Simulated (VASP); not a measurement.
# Lattice vibrations of TaSi2, part 2 of 2

Wanted: whether TaSi2 is dynamically stable, and its vibrational spectrum. The start is a cell from a database of measured crystal structures.

VASP 6.6.1; PBE; plane waves and PAW (Ta_pv, Si).

So far. Step 2 (Relax the host): The run ended after 6 ionic steps, 0.189 eV below its first step, once forces and stress met EDIFFG = -0.03. The relaxed cell has a = 4.805, c = 6.604 Å (conventional setting).

The database entry behind the starting cell has ideal inner coordinates that were not refined, so it need not match the best structure at ambient conditions.

### 3. Tight relaxation

Force constants are second derivatives, so residual forces and stress must first be far smaller than in an ordinary relaxation. Smearing and mesh differ from the relaxation before, which can move the cell too.

Contents of INCAR:

```
SYSTEM = TaSi2
PREC = Accurate
ENCUT = 350
EDIFF = 1E-08
NELM = 120
ISMEAR = 1
SIGMA = 0.2
LREAL = .FALSE.
ALGO = Fast
GGA = PE
NBANDS = 37
LASPH = .TRUE.
LORBIT = 11
LWAVE = .FALSE.
LCHARG = .FALSE.
KPAR = 4
IBRION = 1
NSW = 30
ISIF = 3
EDIFFG = -0.002
POTIM = 0.4
```

Contents of POSCAR:

```
TaSi2
1.0
    4.8045077205      0.0000000000      0.0000000000
   -2.4022538602      4.1608257386      0.0000000000
    0.0000000000      0.0000000000      6.6038350433
Ta Si
3 6
Direct
    0.0000000000      0.5000000000      0.1666666667
    0.5000000000      0.5000000000      0.8333333333
    0.5000000000      0.0000000000      0.5000000000
    0.3171507811      0.1585753906      0.1666666667
    0.1585753906      0.8414246094      0.8333333333
    0.8414246094      0.6828492189      0.5000000000
    0.6828492189      0.8414246094      0.1666666667
    0.8414246094      0.1585753906      0.8333333333
    0.1585753906      0.3171507811      0.5000000000
```

Contents of KPOINTS:

```
Automatic mesh
0
Gamma
8 8 5
0 0 0
```

PAW data sets: Ta_pv and Si (PBE family, release 64).

On the command line:

```console
> mpirun -np 4 vasp_std
```

The program printed:

```text
[... set-up lines as in an earlier step ...]
 entering main loop
       N       E                     dE             d eps       ncg     rms          rms(c)
DAV:   1     0.310803877010E+03    0.31080E+03   -0.22627E+04  2276   0.107E+03
DAV:   2    -0.591517289261E+02   -0.36996E+03   -0.36120E+03  2578   0.307E+02
DAV:   3    -0.743725778877E+02   -0.15221E+02   -0.14930E+02  2872   0.570E+01
DAV:   4    -0.746383450300E+02   -0.26577E+00   -0.26457E+00  2816   0.761E+00
DAV:   5    -0.746423286549E+02   -0.39836E-02   -0.39761E-02  2775   0.934E-01    0.312E+01
RMM:   6    -0.723324462363E+02    0.23099E+01   -0.68909E+00  2240   0.105E+01    0.148E+01
RMM:   7    -0.723744548863E+02   -0.42009E-01   -0.41289E+00  2267   0.696E+00    0.247E+00
RMM:   8    -0.722676071201E+02    0.10685E+00   -0.68499E-01  2222   0.348E+00    0.154E+00
RMM:   9    -0.722554420289E+02    0.12165E-01   -0.90740E-02  2307   0.156E+00    0.432E-01
RMM:  10    -0.722575246888E+02   -0.20827E-02   -0.21734E-02  2538   0.461E-01    0.230E-01
RMM:  11    -0.722567361970E+02    0.78849E-03   -0.15906E-02  2261   0.453E-01    0.942E-02
RMM:  12    -0.722561839008E+02    0.55230E-03   -0.20630E-03  2237   0.236E-01    0.509E-02
RMM:  13    -0.722562102760E+02   -0.26375E-04   -0.30405E-04  2376   0.639E-02    0.135E-02
RMM:  14    -0.722562159838E+02   -0.57078E-05   -0.60145E-05  2580   0.264E-02    0.172E-02
RMM:  15    -0.722562164659E+02   -0.48213E-06   -0.19520E-05  2374   0.168E-02    0.573E-03
RMM:  16    -0.722562168681E+02   -0.40223E-06   -0.39672E-06  2550   0.792E-03    0.465E-03
RMM:  17    -0.722562170269E+02   -0.15882E-06   -0.10469E-06  2494   0.350E-03    0.257E-03
RMM:  18    -0.722562170570E+02   -0.30006E-07   -0.36933E-07  2274   0.261E-03    0.106E-03
RMM:  19    -0.722562170206E+02    0.36358E-07   -0.66782E-08  1866   0.129E-03    0.642E-04
RMM:  20    -0.722562170221E+02   -0.14652E-08   -0.17230E-08  1419   0.576E-04
   1 F= -.72256217E+02 E0= -.72256888E+02  d E =-.722562E+02
 BRION: g(F)=  0.286E-03 g(S)=  0.173E-02
 bond charge predicted
       N       E                     dE             d eps       ncg     rms          rms(c)
DAV:   1    -0.722592871871E+02   -0.30702E-02   -0.11909E-01  2675   0.206E+00    0.395E-01
RMM:   2    -0.722572083834E+02    0.20788E-02   -0.43211E-03  2220   0.361E-01    0.162E-01
RMM:   3    -0.722567243297E+02    0.48405E-03   -0.20738E-03  2257   0.203E-01    0.506E-02
RMM:   4    -0.722567044985E+02    0.19831E-04   -0.27524E-04  2291   0.834E-02    0.234E-02
RMM:   5    -0.722567092996E+02   -0.48011E-05   -0.10703E-04  2446   0.486E-02    0.189E-02
RMM:   6    -0.722567107537E+02   -0.14540E-05   -0.17029E-05  2363   0.227E-02    0.694E-03
RMM:   7    -0.722567116349E+02   -0.88120E-06   -0.50545E-06  2436   0.114E-02    0.252E-03
RMM:   8    -0.722567117068E+02   -0.71955E-07   -0.91658E-07  2634   0.515E-03    0.160E-03
RMM:   9    -0.722567116768E+02    0.30004E-07   -0.16464E-07  2305   0.228E-03    0.481E-04
RMM:  10    -0.722567116758E+02    0.10468E-08   -0.39763E-08  1729   0.114E-03
   2 F= -.72256712E+02 E0= -.72257315E+02  d E =-.494654E-03
[...]
3 F= -.72256961E+02 E0= -.72257564E+02  d E =-.249792E-03
[...]
4 F= -.72256985E+02 E0= -.72257586E+02  d E =-.233281E-04
[...]
5 F= -.72256991E+02 E0= -.72257586E+02  d E =-.589833E-05
 BRION: g(F)=  0.127E-05 g(S)=  0.102E-06 retain N=  3 mean eig= 3.14
 eig:   0.530  4.452  4.452
 bond charge predicted
       N       E                     dE             d eps       ncg     rms          rms(c)
DAV:   1    -0.722569919920E+02   -0.12877E-05   -0.72456E-05  2548   0.368E-02    0.463E-03
RMM:   2    -0.722569920733E+02   -0.81307E-07   -0.26503E-06  2223   0.764E-03    0.197E-03
RMM:   3    -0.722569920139E+02    0.59459E-07   -0.41228E-07  2286   0.323E-03    0.521E-04
RMM:   4    -0.722569920320E+02   -0.18092E-07   -0.88515E-08  2068   0.135E-03    0.440E-04
RMM:   5    -0.722569920453E+02   -0.13315E-07   -0.14440E-08  1384   0.517E-04    0.241E-04
RMM:   6    -0.722569920545E+02   -0.92614E-08   -0.39545E-09  1111   0.259E-04
   6 F= -.72256992E+02 E0= -.72257584E+02  d E =-.136019E-05
 BRION: g(F)=  0.149E-11 g(S)=  0.215E-09 retain N=  2 mean eig= 1.27
 eig:   1.272  1.272
 reached required accuracy - stopping structural energy minimisation
```

The job ended after 49 s (4 MPI ranks of AMD EPYC 9R45, shared host; peak memory 0.82 GiB).

Parts of OUTCAR (step 3):

```text
  LATTYP: Found a hexagonal cell.
 ALAT       =     4.8045077205
 C/A-ratio  =     1.3745081551

 Found     30 irreducible k-points:

   k-points           NKPTS =     30   k-points in BZ     NKDIM =     30   number of bands    NBANDS=     37

   dimension x,y,z NGX =    30 NGY =   30 NGZ =   40
   dimension x,y,z NGXF=    60 NGYF=   60 NGZF=   80

   ENCUT  =  350.0 eV  25.72 Ry    5.07 a.u.   7.33  7.33 10.07*2*pi/ulx,y,z

   NELECT =      57.0000    total number of electrons

 E-fermi :   9.2111

 k-point     1 :       0.0000    0.0000    0.0000
  band No.  band energies     occupation
    ...
     25       6.7561      2.00000
     26       6.7801      2.00000
     27       7.0628      2.00000
     28       7.0629      2.00000
     29       7.7373      2.00000
     30       9.9619     -0.00000
     31      12.1628     -0.00000
     32      12.1628     -0.00000
     33      12.5758     -0.00000
     34      12.7126     -0.00000
    ...

 k-point     2 :       0.1250    0.0000    0.0000
  band No.  band energies     occupation
    ...
     25       6.7751      2.00000
     26       7.0815      2.00000
     27       7.1512      2.00000
     28       7.3356      2.00000
     29       7.6639      2.00000
     30      10.0079     -0.00000
     31      11.6969     -0.00000
     32      12.0313     -0.00000
     33      12.1297     -0.00000
     34      12.4934     -0.00000
    ...

  Total        0.0001270      0.0001270      0.0001334      0.0000000     -0.0000000      0.0000000
  in kB        0.0015423      0.0015423      0.0016207      0.0000000     -0.0000000      0.0000000
  external PRESSURE =       0.0015684 kB  Pullay stress =       0.0000000 kB

  energy-cutoff  :      350.00
  volume of cell :      131.89
      direct lattice vectors                 reciprocal lattice vectors
     4.806163243  0.000000000  0.000000000     0.208066175  0.120127062 -0.000000000
    -2.403081621  4.162259463  0.000000000    -0.000000000  0.240254124 -0.000000000
     0.000000000  0.000000000  6.593004034    -0.000000000 -0.000000000  0.151675927

 POSITION                                       TOTAL-FORCE (eV/Angst)
 -----------------------------------------------------------------------------------
     -1.20154      2.08113      1.09883        -0.000000      0.000000     -0.000000
      1.20154      2.08113      5.49417        -0.000000      0.000000      0.000000
      2.40308      0.00000      3.29650        -0.000000      0.000000      0.000000
      1.14515      0.66115      1.09883         0.000002      0.000001      0.000000
     -1.25793      3.50111      5.49417         0.000002     -0.000001     -0.000000
      2.40308      2.83996      3.29650        -0.000000     -0.000003      0.000000
      1.25793      3.50111      1.09883        -0.000002     -0.000001      0.000000
      3.66101      0.66115      5.49417        -0.000002      0.000001     -0.000000
      0.00000      1.32230      3.29650         0.000000      0.000003      0.000000
 -----------------------------------------------------------------------------------
    total drift:                               -0.000000     -0.000000      0.000000

  FREE ENERGIE OF THE ION-ELECTRON SYSTEM (eV)
  ---------------------------------------------------
  free  energy   TOTEN  =       -72.2569920545 eV

  energy  without entropy=      -72.2587667930  energy(sigma->0) =      -72.25758363

 total charge
# of ion       s       p       d       tot
------------------------------------------
    1        0.285   6.189   2.508   8.981
    2        0.285   6.189   2.508   8.981
    3        0.285   6.189   2.508   8.981
    4        0.752   0.878   0.000   1.630
    5        0.752   0.878   0.000   1.630
    6        0.752   0.878   0.000   1.630
    7        0.752   0.878   0.000   1.630
    8        0.752   0.878   0.000   1.630
    9        0.752   0.878   0.000   1.630
--------------------------------------------------
tot          5.368  23.836   7.523  36.727

[... 3 parts as in an earlier step ...]

[... 7 further parts left out ...]
```

The steps of the relaxation:

```tsv
step	energy less that of the first step (eV)	largest force (eV/Å)	pressure (GPa)	volume (Å³)
1	0.0000	0.0351	-0.23	132.02
2	-0.0005	0.0092	0.30	131.70
3	-0.0007	0.0086	-0.07	131.94
4	-0.0008	0.0056	0.00	131.89
5	-0.0008	0.0023	0.00	131.89
6	-0.0008	0.0000	0.00	131.89
```

```tsv
conventional cell, symmetrised	before	after	change
a (Å)	4.805	4.806	+0.0 %
b (Å)	4.805	4.806	+0.0 %
c (Å)	6.604	6.593	-0.2 %
volume (Å³/atom)	14.67	14.65	-0.1 %
```

Final coordinates:

```xyz
9
Lattice="4.8062 0.0000 0.0000 -2.4031 4.1623 0.0000 0.0000 0.0000 6.5930" Properties=species:S:1:pos:R:3 pbc="T T T"
Ta   -1.2015    2.0811    1.0988
Ta    1.2015    2.0811    5.4942
Ta    2.4031    0.0000    3.2965
Si    1.1451    0.6612    1.0988
Si   -1.2579    3.5011    5.4942
Si    2.4031    2.8400    3.2965
Si    1.2579    3.5011    1.0988
Si    3.6610    0.6612    5.4942
Si    0.0000    1.3223    3.2965
```

Numbers from this step:

- electronic cycles: 64
- free energy (TOTEN): -72.2570 eV
- energy at zero smearing: -72.2576 eV
- Fermi energy: 9.211 eV
- pressure: 1.57e-4 GPa

The run ended after 6 ionic steps, 0.001 eV below its first step, once forces and stress met EDIFFG = -0.002.

### 4. Force constants in the supercell

System of this step: TaSi2. The structure is hexagonal, space group P6_222 (No. 180). Conventional cell: a = 4.806 Å, b = 4.806 Å, c = 6.593 Å, α = 90.00°, β = 90.00°, γ = 120.00°. Nearest to Ta lie 10 Si at 2.62 to 2.84 Å. Nearest to Si lie 5 Si at 2.56 to 2.84 Å and 5 Ta at 2.62 to 2.84 Å. Nearest to Si lie 5 Si at 2.56 to 2.84 Å and 5 Ta at 2.62 to 2.84 Å. Farther neighbours are not listed.

Each independent atom is moved by 0.015 Å both ways; the forces give the force constants out to half the supercell.

Contents of INCAR:

```
SYSTEM = TaSi2
PREC = Accurate
ENCUT = 350
EDIFF = 1E-07
NELM = 120
ISMEAR = 1
SIGMA = 0.2
LREAL = Auto
ALGO = Fast
GGA = PE
NBANDS = 140
LASPH = .TRUE.
LWAVE = .FALSE.
LCHARG = .FALSE.
KPAR = 4
IBRION = 6
NSW = 1
NFREE = 2
POTIM = 0.015
ISIF = 0
ADDGRID = .TRUE.
```

Contents of POSCAR:

```
TaSi2
1.0
   -7.2092448641      4.1622594629      6.5930040341
    7.2092448641     -4.1622594629      6.5930040341
    2.4030816215      4.1622594629     -6.5930040341
Ta Si
12 24
Direct
    0.3333333334      0.0833333333      0.2500000000
    0.8333333334      0.5833333334      0.2500000000
    0.8333333334      0.0833333333      0.7500000000
    0.3333333334      0.5833333334      0.7500000000
    0.6666666667      0.6666666667      0.5000000000
    0.1666666667      0.1666666666      0.5000000000
    0.1666666667      0.6666666667      0.0000000000
    0.6666666667      0.1666666667      0.0000000000
    0.2500000000      0.5000000000      0.2500000000
    0.7500000000      0.0000000000      0.2500000000
    0.7500000000      0.5000000000      0.7500000000
    0.2500000000      0.0000000000      0.7500000000
    0.1627555611      0.2421777888      0.2382666831
    0.6627555611      0.7421777888      0.2382666831
    0.6627555610      0.2421777888      0.7382666831
    0.1627555610      0.7421777888      0.7382666831
    0.8372444389      0.4960888943      0.5000000000
    0.3372444390      0.9960888944      0.5000000000
    0.3372444390      0.4960888944      0.0000000000
    0.8372444390      0.9960888944      0.0000000000
    0.5911555446      0.6705777723      0.7617333169
    0.0911555446      0.1705777723      0.7617333169
    0.0911555446      0.6705777723      0.2617333169
    0.5911555446      0.1705777723      0.2617333169
    0.5039111057      0.4244888780      0.7617333169
    0.0039111057      0.9244888780      0.7617333169
    0.0039111057      0.4244888780      0.2617333169
    0.5039111056      0.9244888780      0.2617333169
    0.4960888944      0.8372444390      0.5000000000
    0.9960888944      0.3372444390      0.5000000000
    0.9960888944      0.8372444390      0.0000000000
    0.4960888944      0.3372444390      0.0000000000
    0.4088444554      0.3294222277      0.2382666831
    0.9088444554      0.8294222277      0.2382666831
    0.9088444554      0.3294222277      0.7382666831
    0.4088444554      0.8294222277      0.7382666831
```

Contents of KPOINTS:

```
Automatic mesh
0
Gamma
6 6 6
0 0 0
```

On the command line:

```console
> mpirun -np 4 vasp_std
```

The program printed:

```text
[banner, memory and clock lines left out]
running    4 mpi-ranks, on    1 nodes
[...]
LDA part: xc-table for (Slater+PW92), standard interpolation
 POSCAR, INCAR and KPOINTS ok, starting setup
[...]
entering main loop
       N       E                     dE             d eps       ncg     rms          rms(c)
DAV:   1     0.143174220564E+04    0.14317E+04   -0.89312E+04 14408   0.115E+03
DAV:   2    -0.201410393581E+03   -0.16332E+04   -0.15810E+04 15120   0.329E+02
DAV:   3    -0.295713844805E+03   -0.94303E+02   -0.91811E+02 15928   0.723E+01
DAV:   4    -0.298433294022E+03   -0.27194E+01   -0.26842E+01 15288   0.116E+01
[...]
RMM:  20    -0.288988148459E+03   -0.21809E-06   -0.30615E-06 11730   0.307E-03    0.354E-03
RMM:  21    -0.288988148875E+03   -0.41614E-06   -0.75206E-07 11230   0.150E-03    0.184E-03
RMM:  22    -0.288988148931E+03   -0.56101E-07   -0.64256E-07 10345   0.124E-03
   1 F= -.28898815E+03 E0= -.28898285E+03  d E =-.158883E-01
[... from here on, the cycles between the ionic steps are left out ...]
   2 F= -.28898651E+03 E0= -.28898121E+03  d E =-.159017E-01
   3 F= -.28898650E+03 E0= -.28898120E+03  d E =-.159017E-01
   4 F= -.28898611E+03 E0= -.28898081E+03  d E =-.159020E-01
   5 F= -.28898612E+03 E0= -.28898082E+03  d E =-.159019E-01
   6 F= -.28898612E+03 E0= -.28898083E+03  d E =-.158804E-01
   7 F= -.28898610E+03 E0= -.28898080E+03  d E =-.159173E-01
   8 F= -.28898650E+03 E0= -.28898119E+03  d E =-.159009E-01
   9 F= -.28898649E+03 E0= -.28898119E+03  d E =-.159009E-01
 Finite differences progress:
  Degree of freedom:   4/ 10
  Displacement:        2/  2
  Total:               8/ 20
[...]
N       E                     dE             d eps       ncg     rms          rms(c)
DAV:   1    -0.288976449775E+03    0.10045E-01   -0.18833E+00 19136   0.423E+00    0.175E-01
RMM:   2    -0.288984753531E+03   -0.83038E-02   -0.90777E-02 19531   0.102E+00    0.754E-02
RMM:   3    -0.288985963934E+03   -0.12104E-02   -0.12573E-02 20089   0.342E-01    0.436E-02
RMM:   4    -0.288986123379E+03   -0.15944E-03   -0.18928E-03 21856   0.112E-01    0.271E-02
 hard stop encountered!  aborting job ...
|                                                                             |
|           W    W    AA    RRRRR   N    N  II  N    N   GGGG   !!!           |
|           W    W   A  A   R    R  NN   N  II  NN   N  G    G  !!!           |
|           W    W  A    A  R    R  N N  N  II  N N  N  G       !!!           |
|           W WW W  AAAAAA  RRRRR   N  N N  II  N  N N  G  GGG   !            |
|           WW  WW  A    A  R   R   N   NN  II  N   NN  G    G                |
|           W    W  A    A  R    R  N    N  II  N    N   GGGG   !!!           |
|                                                                             |
|     The electronic self-consistency was not achieved in the given           |
|     number of steps (NELM). The forces and other quantities evaluated       |
|     might not be reliable so examine the results carefully. If you find     |
|     spurious results, we suggest increasing NELM, if you were close to      |
|     convergence or switching to a different ALGO or adjusting the           |
|     density mixing parameters otherwise.                                    |
|                                                                             |

 soft stop encountered!  aborting job ...
```

The job ended after 2.6 h (4 MPI ranks).

The run was stopped at its time limit, so it gives no result of its own.

### 5. Outcome

| Quantity | Value |
| --- | --- |
| result | none |

**Reading.** The session ends without its result: «force constants in the supercell» met its time limit.

[Lines on the potential files, build, host, timing and source positions are cut from VASP's logs without a mark.]

[Logs are printed without paths, hosts, clocks, repeated set-up lines and the standing remarks that a program may print on its own settings, such as how far it seeks lower states.]

[Hosts, paths, dates, database ids (printed as entryN), source tags and the programs' standing remarks are cut or masked in the printed files.]

[Runs that stopped without an error message from VASP are left out.]
